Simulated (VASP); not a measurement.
An input for Ansatz (written as the equivalent of a VASP run, and not itself run):

Ansatz 0.2 input:
```yaml
crystal:
  lattice:
    - [3.3357762, 0.0000000, 0.0000000]
    - [-1.6678881, 2.8888667, 0.0000000]
    - [0.0000000, 0.0000000, 5.5347835]
  atoms:
    - { symbol: Be, position: [0.3333330, 0.6666670, 0.0015584] }
    - { symbol: Be, position: [0.6666670, 0.3333330, 0.5015584] }
    - { symbol: Se, position: [0.3333330, 0.6666670, 0.3734416] }
    - { symbol: Se, position: [0.6666670, 0.3333330, 0.8734416] }
kpoints:
  mp_grid: { grid: [8, 8, 4] }
hamiltonian:
  xc: pbesol
  pseudopotentials: { kind: paw }
scf:
  occupations: { method: gaussian, width: 0.05 }
  max_iter: 100
relax:
  max_steps: 40
  f_tol: 0.02
  cell: { p_target: 45 }
output: { forces: true, stress: true, eigenvalues: true }
```

Problem. Write the VASP files for the same calculation (PBEsol).

Solution. This is not unique; one that fits is 
File KPOINTS:
```
Automatic mesh
0
Gamma
8 8 4
0 0 0
```

**POSCAR**
```
BeSe
1
    3.3357761769     0.0000000000     0.0000000000
   -1.6678880885     2.8888667259     0.0000000000
    0.0000000000     0.0000000000     5.5347835413
Be Se
2 2
Direct
  0.3333330000   0.6666670000   0.0015584229
  0.6666670000   0.3333330000   0.5015584229
  0.3333330000   0.6666670000   0.3734415771
  0.6666670000   0.3333330000   0.8734415771
```

**INCAR**
```
SYSTEM=BeSe
PREC=Accurate; ENCUT=500; LREAL=.FALSE.
LASPH=.TRUE.
EDIFF=1E-6; NELM=100; ALGO=Normal
LMAXMIX=4
ISMEAR=0; SIGMA=0.05
GGA=PS
IBRION=2; NSW=40; ISIF=3
EDIFFG=-0.02; PSTRESS=450
LWAVE=.FALSE.; LCHARG=.FALSE.
```

POTCAR, in this order: Be Se (PBE.64 set). Program: vasp_std.

Limits of the translation: each code has its own PAW files, so the cut-off isn't converted (ENCUT is set for VASP's; basis.ecutwfc is left out, and Ansatz then takes the one that its files recommend); Ansatz stops its SCF on the density residual and VASP on the energy change (EDIFF).

The structure was generated: BeSe was put into the wurtzite type (P6_3mc), which need not be its known phase. This run relaxes it under an external pressure of 45 GPa. Symmetry was kept, so distortions that lower it aren't found.
